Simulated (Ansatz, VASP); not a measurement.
# AlFe: VASP beside Ansatz, part 2 of 2

One calculation is typed for both programs; each brings its own data sets and cutoff. How far apart do they land? The cell is taken from a series of VASP runs on this material, whose earlier steps may have relaxed, scaled or displaced it; both programs get it as it stands.

VASP 6.6.1 and Ansatz 0.2.0.

So far: Set-up; VASP: relaxation of cell and atoms, r2SCAN with rVV10.

**3. Ansatz: relaxation of cell and atoms, r2SCAN with rVV10**

Level of this step: Ansatz beside VASP: Kohn-Sham DFT, plane waves, r2SCAN with rVV10 (Ansatz).

Ansatz runs on its default PAW (the set named soft_2) files.

The same cell, functional, mesh and smearing now go to Ansatz, which takes its cutoff from its data sets.

input.yaml reads:

```yaml
crystal:
  lattice:
    - [2.9103353465, 0.0, 0.0]
    - [0.0, 2.9103353465, 0.0]
    - [0.0, 0.0, 2.9103353465]
  atoms:
    - { symbol: Fe, position: [0.5, 0.5, 0.5], spin: 3.0 }
    - { symbol: Al, position: [0.0, 0.0, 0.0] }
hamiltonian:
  xc: r2scan
  pseudopotentials: { kind: paw }
  dispersion: rvv10
magnetization:
  spin_polarized: true
kpoints:
  mp_grid: { grid: [16, 16, 16] }
scf:
  occupations: { method: methfessel_paxton, width: 0.15 }
relax:
  f_tol: 0.01
  max_steps: 60
  cell: { stress_tol: 0.05 }
output:
  forces: true
  stress: true
```

The run is started by

```bash
> ansatz run input.yaml --threads 4 --pin off --max-ram 9216MiB --backend cpu --events-out ev --progress --plain --runs-dir out
```

Numbers of over 12 decimals in the logs are rounded to 6 here.

Output:

```text
Engine: ansatz 0.2.0, aarch64-unknown-linux-gnu
Pseudopotentials: kind: paw
Pseudopotential: Fe, paw, valence charge 16, recommended cutoff 500 eV (meta_gga), Fe.paw.azcp
Pseudopotential: Al, paw, valence charge 3, recommended cutoff 500 eV (meta_gga), Al.paw.azcp
Functional definition: r2SCAN+rVV10
  parameter k0 = 0.174
  parameter k1 = 0.065
  parameter a1 = 4.9479
  exchange = r2scan_x(k0 = k0, k1 = k1, a1 = a1)
  correlation = r2scan_c + rvv10(11.95, 0.0093)
Crystal: 2 atoms, lattice volume = 24.651 Å³
Basis set: ecut = 500 eV, 619 PW (Γ), exchange–correlation on 96×96×96 points (64 copies of the dense FFT grid, shifted against one another)
Bands: 15, of which v1, the nominal top of the filled ones, is band 10 counted from 1 (9 counted from 0)
Symmetry: 48 space group operations
Space group: Pm-3m (ITA 221), of the structure as read, at distance tolerance 2.9e-5 Å
Magnetic group: BNS 221.92 (UNI 1594), of the structure as read, at distance tolerance 2.9e-5 Å
k-points: 165 of 4096
Non-local potential: Fe, projectors of the file, l = 0: 3, l = 1: 2, l = 2: 3, l = 3: 1
Non-local potential: Al, projectors of the file, l = 0: 2, l = 1: 2, l = 2: 1
PAW form: soft (Blöchl's): semilocal exchange-correlation on the pseudo side does not see the compensation charge
rVV10 density: all electrons in the spheres
PAW frozen core: Fe, regenerated for the run's functional (the file was generated under x = pbe(κ = 0.804, μ = 0.219515), c = pbe(β = 0.066725))
PAW frozen core: Al, regenerated for the run's functional (the file was generated under x = pbe(κ = 0.804, μ = 0.219515), c = pbe(β = 0.066725))
PAW one-centre angular grid: Fe, 590 points (default); XC on 160 Gauss nodes
PAW one-centre angular grid: Al, 302 points (default); XC on 160 Gauss nodes
Initial density: superposition of atomic densities (chi_scale 0.1, normalization cell)
Starting moments: Σ|m| = 3 μB on 1 of 2 sites
Initial wavefunctions: pseudopotential atomic-orbital guess
Functional: x = r2scan, c = r2scan + rvv10(b = 11.95, C = 0.0093); τ floored in thin density (d = 2e-4 eV/Å³)
SCF iter   1: F=—  HF=-5024.615592 eV  |F-HF|=—  |Δ(HF+E_count)|=         —  Δρ=3.96e-2 (↑3.86e-2 ↓3.96e-2)  dr2=1.00e0  dr2_τ=8.28e-3  dr2_m=2.34e-2  M=2.527 μB ∫|m|=2.855 μB  β_m=1.00  ethr=3.10e-3  ⟨swp⟩=4.2  Hψ=22334  notcnv=0
Mixer restart at iter 1: flushing history
preconditioner: auto → none  [metal: Δε(μ)=0.010 eV  Ē_g=9.672 eV  σ=0.150 eV  W_gap=0.04  n_scr=6 (ndim 8)  ℏωp=24.8 eV  f_vac=0.000  D(μ)=2.17/eV (n_scr^D=26)  sad-step TF]
SCF iter   2: F=—  HF=-5024.495114 eV  |F-HF|=—  |Δ(HF+E_count)|=   1.20e-1  Δρ=1.56e-2 (↑1.14e-2 ↓1.56e-2)  dr2=1.63e-1  dr2_τ=2.20e-3  dr2_m=5.56e-3  M=2.444 μB ∫|m|=2.900 μB  β_m=1.00  ethr=3.10e-3  ⟨swp⟩=2.7  Hψ=10348  notcnv=0  defer=229  κ⁻¹=1.0e0(r=1)
SCF iter   3: F=—  HF=-5024.754760 eV  |F-HF|=—  |Δ(HF+E_count)|=         —  Δρ=1.82e-2 (↑1.30e-2 ↓1.82e-2)  dr2=9.08e-2  dr2_τ=9.32e-4  dr2_m=4.09e-2  M=2.272 μB ∫|m|=2.739 μB  β_m=1.00  ethr=8.57e-4  ⟨swp⟩=2.0  Hψ=6715  notcnv=0  defer=231
Mixer restart at iter 3: flushing history
SCF iter   4: F=—  HF=-5024.928597 eV  |F-HF|=—  |Δ(HF+E_count)|=   1.74e-1  Δρ=8.80e-3 (↑6.60e-3 ↓8.80e-3)  dr2=4.28e-2  dr2_τ=3.42e-4  dr2_m=6.79e-3  M=2.215 μB ∫|m|=2.671 μB  β_m=1.00  ethr=4.78e-4  ⟨swp⟩=2.6  Hψ=8125  notcnv=0  defer=231  κ⁻¹=1.0e0(r=1)
SCF iter   5: F=—  HF=-5025.091976 eV  |F-HF|=—  |Δ(HF+E_count)|=         —  Δρ=5.64e-3 (↑2.20e-3 ↓5.64e-3)  dr2=1.49e-2  dr2_τ=4.09e-5  dr2_m=1.75e-3  M=2.111 μB ∫|m|=2.559 μB  β_m=1.00  ethr=2.25e-4  ⟨swp⟩=2.3  Hψ=9855  notcnv=0  defer=239
Mixer restart at iter 5: flushing history
SCF iter   6: F=—  HF=-5025.133640 eV  |F-HF|=—  |Δ(HF+E_count)|=   4.17e-2  Δρ=3.37e-3 (↑2.66e-3 ↓3.37e-3)  dr2=3.79e-3  dr2_τ=3.93e-5  dr2_m=1.35e-3  M=2.086 μB ∫|m|=2.534 μB  β_m=1.00  ethr=7.82e-5  ⟨swp⟩=2.0  Hψ=7160  notcnv=0  defer=248  κ⁻¹=1.0e0(r=1)
SCF iter   7: F=—  HF=-5025.168104 eV  |F-HF|=—  |Δ(HF+E_count)|=   3.45e-2  Δρ=2.61e-3 (↑1.02e-3 ↓2.61e-3)  dr2=2.60e-3  dr2_τ=7.48e-6  dr2_m=3.75e-4  M=2.051 μB ∫|m|=2.498 μB  β_m=1.00  ethr=1.99e-5  ⟨swp⟩=2.2  Hψ=6984  notcnv=0  defer=248  κ⁻¹=2.2e-1(r=2)
SCF iter   8: F=—  HF=-5025.188598 eV  |F-HF|=—  |Δ(HF+E_count)|=   2.05e-2  Δρ=1.14e-3 (↑6.57e-4 ↓1.14e-3)  dr2=2.75e-4  dr2_τ=2.17e-6  dr2_m=9.02e-5  M=2.011 μB ∫|m|=2.454 μB  β_m=1.00  ethr=1.37e-5  ⟨swp⟩=2.0  Hψ=8952  notcnv=0  defer=248  κ⁻¹=2.3e-3(r=3)
SCF iter   9: F=—  HF=-5025.191699 eV  |F-HF|=—  |Δ(HF+E_count)|=   3.10e-3  Δρ=5.32e-4 (↑4.96e-4 ↓5.32e-4)  dr2=5.71e-5  dr2_τ=6.41e-7  dr2_m=2.92e-5  M=1.992 μB ∫|m|=2.431 μB  β_m=1.00  ethr=1.45e-6  ⟨swp⟩=2.1  Hψ=8117  notcnv=0  defer=251  κ⁻¹=1.7e-3(r=4)
SCF iter  10: F=—  HF=-5025.177226 eV  |F-HF|=—  |Δ(HF+E_count)|=         —  Δρ=7.64e-4 (↑2.93e-4 ↓7.64e-4)  dr2=2.39e-4  dr2_τ=7.26e-7  dr2_m=1.35e-5  M=1.978 μB ∫|m|=2.418 μB  β_m=1.20  ethr=3.00e-7  ⟨swp⟩=2.0  Hψ=8176  notcnv=0  defer=251
Mixer restart at iter 10: flushing history
iteration 10: the input's own smearing fills from here on; a Gaussian of 0.15 eV has filled iterations ahead of it
SCF iter  11: F=—  HF=-5025.177236 eV  |F-HF|=—  |Δ(HF+E_count)|=   1.05e-5  S|Δr|=    0.00e0  Δρ=4.73e-4 (↑3.30e-4 ↓4.73e-4)  dr2=1.07e-4  dr2_τ=5.34e-7  dr2_m=2.09e-6  M=1.976 μB ∫|m|=2.418 μB  β_m=1.20  ethr=3.00e-7  ⟨swp⟩=2.0  Hψ=7818  notcnv=0  defer=251  κ⁻¹=1.0e0(r=1)
SCF iter  12: F=—  HF=-5025.177219 eV  |F-HF|=—  |Δ(HF+E_count)|=   1.72e-5  S|Δr|=    0.00e0  Δρ=1.20e-4 (↑1.18e-4 ↓1.20e-4)  dr2=6.33e-6  dr2_τ=7.73e-8  dr2_m=3.06e-8  M=1.976 μB ∫|m|=2.418 μB  β_m=1.20  ethr=3.00e-7  ⟨swp⟩=2.3  Hψ=6819  notcnv=0  defer=251  κ⁻¹=2.1e-3(r=2)
SCF iter  13: F=—  HF=-5025.177221 eV  |F-HF|=—  |Δ(HF+E_count)|=   2.33e-6  S|Δr|=    0.00e0  Δρ=8.15e-5 (↑7.59e-5 ↓8.15e-5)  dr2=2.22e-6  dr2_τ=4.01e-8  dr2_m=5.51e-9  M=1.976 μB ∫|m|=2.418 μB  β_m=1.20  ethr=3.33e-8  ⟨swp⟩=1.0  Hψ=4716  notcnv=0  defer=251  κ⁻¹=4.2e-4(r=3)
SCF iter  14: F=—  HF=-5025.177224 eV  |F-HF|=—  |Δ(HF+E_count)|=   2.78e-6  S|Δr|=    0.00e0  Δρ=2.23e-5 (↑2.23e-5 ↓2.02e-5)  dr2=1.19e-7  dr2_τ=2.92e-9  dr2_m=7.16e-9  M=1.976 μB ∫|m|=2.418 μB  β_m=1.20  ethr=1.17e-8  ⟨swp⟩=2.2  Hψ=7296  notcnv=0  defer=251  κ⁻¹=4.0e-5(r=4)
SCF iter  15: F=-5025.177224 eV  HF=-5025.177224 eV  |F-HF|=9.35e-8  |Δ(HF+E_count)|=   3.01e-7  S|Δr|=    0.00e0  Δρ=9.00e-6 (↑7.43e-6 ↓9.00e-6)  dr2=2.98e-8  dr2_τ=2.60e-10  dr2_m=1.97e-9  M=1.976 μB ∫|m|=2.418 μB  ethr=5.26e-10  ⟨swp⟩=4.0  Hψ=13878  notcnv=0
SCF 1 converged in 15 iterations: F = -5025.177224 eV  dr2 = 2.98e-8
  greatest PAW one-centre occupation: 1.004 electrons in one spin orbital (limit 2), on the Fe atom at site 0 (counted from 0), in its partial waves of l = 1
relax step   1: F+E_penalty+E_count = -5025.17722446 eV  Δ(F+E_penalty+E_count) = +0.000e0 eV  max|allowed force component| = 4.207e-30 eV/Å  Δτ_max = 0.0000 Å  P = +0.381 GPa  Ω = 24.651 Å³  (15 SCF iters, dr2 threshold 1.00e-7 eV, accepted)
[...]
relax step   2: F+E_penalty+E_count = -5025.17726968 eV  Δ(F+E_penalty+E_count) = -4.522e-5 eV  max|allowed force component| = 9.442e-30 eV/Å  Δτ_max = 0.0000 Å  P = +0.159 GPa  Ω = 24.690 Å³  energy of the carried Pulay correction = -2.086e-5 eV  (7 SCF iters, dr2 threshold 2.00e-7 eV, accepted)
[...]
relax step   3: F+E_penalty+E_count = -5025.17727015 eV  Δ(F+E_penalty+E_count) = -4.682e-7 eV  max|allowed force component| = 2.095e-29 eV/Å  Δτ_max = 0.0000 Å  P = +0.011 GPa  Ω = 24.718 Å³  energy of the carried Pulay correction = -3.583e-5 eV  (8 SCF iters, dr2 threshold 6.32e-8 eV, accepted)
[...]
relax step   4: F+E_penalty+E_count = -5025.17731221 eV  Δ(F+E_penalty+E_count) = -4.207e-5 eV  max|allowed force component| = 1.572e-29 eV/Å  Δτ_max = 0.0000 Å  P = +0.013 GPa  Ω = 24.718 Å³  stress off target by 1.30e-2 GPa  SCF on the basis re-selected at this cell (its energy is not comparable with the rows above)  (9 SCF iters)
basis re-selected at this cell: Δ(F+E_penalty+E_count) = -4.207e-5 eV, ΔP = +0.002 GPa vs the last step (what re-selecting the basis moved, of the pressure what is left beyond the Pulay correction that the steps carried, after the strain that the cell walked since its last selection, with what the two solves' SCF thresholds leave and, on support functions, any second-order correction that the steps lacked; it is no m [...]
SCF converged after 9 iterations
Stability not checked: this state was not tested for a lower state beside it, because cold or Methfessel-Paxton smearing, or corrected tetrahedra, fill the levels in a way that the test cannot read (fill_not_monotonic; see scf.lower_state_search)
Magnetization: 1.9834 μB (10.4917 up, 8.5083 down)
Absolute magnetization: 2.4275 μB (∫|ρ↑−ρ↓|, with the PAW one-centre terms)
Spin contamination: 0.1042 ħ² per cell (⟨S²⟩ above its minimum at these occupations)
Per-site moments (μB) at R_I (Å): [(2.181879, 1.040620), (-0.093030, 1.040620)]
Free energy (F): -5025.177312 eV
Harris-Foulkes:  -5025.177312 eV  (|F-HF|=1.00e-11)
Internal energy: -5025.177232 eV  (E = F + TS)
E sigma→0 (E₀):  -5025.177292 eV
Entropy (-TS):   -0.000080 eV (-0.040 meV/atom)
Fermi energy:    13.939672 eV
--- Per-component energies (eV) ---
  E_band       = -282.472676
  E_kinetic    = 378.511529
  E_local      = -2788.278025  (includes V_loc(G=0)·N_el)
  E_nonlocal   = 231.576721
  E_hartree    = 1204.543563
  E_xc         = -150.057557
  E_vxc        = -201.149517  (∫ρ·V_xc dr)
  E_paw        = -1852.461428  (= ΣΔE_a)
  E_vpaw       = -325.831704  (= ΣTr[D̂ρ^β])
  E_aug_tail   = 0.000165  (compensation charges beyond the density's cutoff)
  E_vtau       = 13.611073  (kinetic-family band-sum trace: ∫τ·v_τ [+ j·A + Jᵃ·Aᵃ] dr)
  E_ewald      = -2048.662617
  E_core_change = -0.349583  (= ΣΔE_core)
  E_smearing   = -0.000080  (= −TS)
  E_closure    = -0.000000  (closes the sum)
  Σ components = -5025.177312   (vs F -5025.177312, Δ=0.00e0)
--- Forces (eV/Å), atoms counted from 1 ---
  atom   1  Fe     0.00000000    -0.00000000    -0.00000000
  atom   2  Al     0.00000000    -0.00000000     0.00000000
  max |Σ_I F_I| component: 3.17e-29 eV/Å
--- Stress (GPa, compression-positive) ---
        0.012968       0.000000       0.000000
        0.000000       0.012968       0.000000
        0.000000       0.000000       0.012968
  P = ⅓ Tr σ = 0.0130 GPa (0.130 kbar)
--- Relaxed structure (3 steps of the walk, 3 accepted, 1 SCFs on fresh bases) ---
  F+E_penalty+E_count = -5025.17731221 eV   max|allowed force component| = 1.572e-29 eV/Å   (the final SCF, on the basis selected at the relaxed cell)
  cell:  # Å, volume = 24.7180 Å³
    - [2.912981, 0, 0]
    - [0, 2.912981, 0]
    - [0, 0, 2.912981]
  atoms:
    - { symbol: Fe, position: [0.5, 0.5, 0.5] }
    - { symbol: Al, position: [0, 0, 0] }
```

Elapsed: 38 s, on 4 threads of Arm Neoverse N1, shared host; peak memory 0.5 GiB.

**4. Differences**

Known differences besides the potentials themselves: VASP keeps PBE cores, Ansatz makes them for the functional; both relaxations stop at a tolerance, which leaves soft axes loose, and VASP keeps its plane-wave basis; the data sets hold 19 valence electrons in Ansatz (default PAW (the set named soft_2) files) and 11 in VASP; the cutoff is 500 eV in Ansatz and 450 eV in VASP; Ansatz adds a Pulay correction to the stress that steers its cell, VASP none; site moments are counted in spheres of each program's own size. Total energies have different zeros and are not compared.

Compared:

| quantity | Ansatz | VASP | difference |
| --- | --- | --- | --- |
| volume (Å³) | 24.72 | 24.65 | +0.27 % |
| edge a after relaxation, in the typed setting (Å) | 2.913 | 2.910 | +0.09 % |
| total moment (μB) | 1.98 | 1.96 | +0.02 |
| moment on Fe1 (μB) | 2.18 | 2.16 | +0.02 |
| moment on Al2 (μB) | -0.09 | -0.07 | -0.03 |

The walks stopped with 0.01 GPa left in Ansatz and -0.02 GPa in VASP; each walk ends within a tolerance, so the volume difference is uncertain by about these residues over the bulk modulus, most in soft cells.

**5. What came out**

| Item | Value |
| --- | --- |
| difference in volume (relaxation of cell and atoms, r2SCAN with rVV10) | 0.27 % |

**Reading.** The difference in volume is 0.27 % (relaxation of cell and atoms, r2SCAN with rVV10), within the 1.2 % picked in this series as the mark of a large difference, as far as the stopping tolerances let one tell. Such differences can come from data sets, numerical settings and the points named under the comparisons, not from the functional's error against experiment.

[Lines on the potential files, build, host, timing and source positions are cut from VASP's logs without a mark.]

[Logs are printed without paths, hosts, clocks, repeated set-up lines and the standing remarks that a program may print on its own settings, such as how far it seeks lower states.]

[Hosts, paths, dates, database ids (printed as entryN), source tags and the programs' standing remarks are cut or masked in the printed files.]
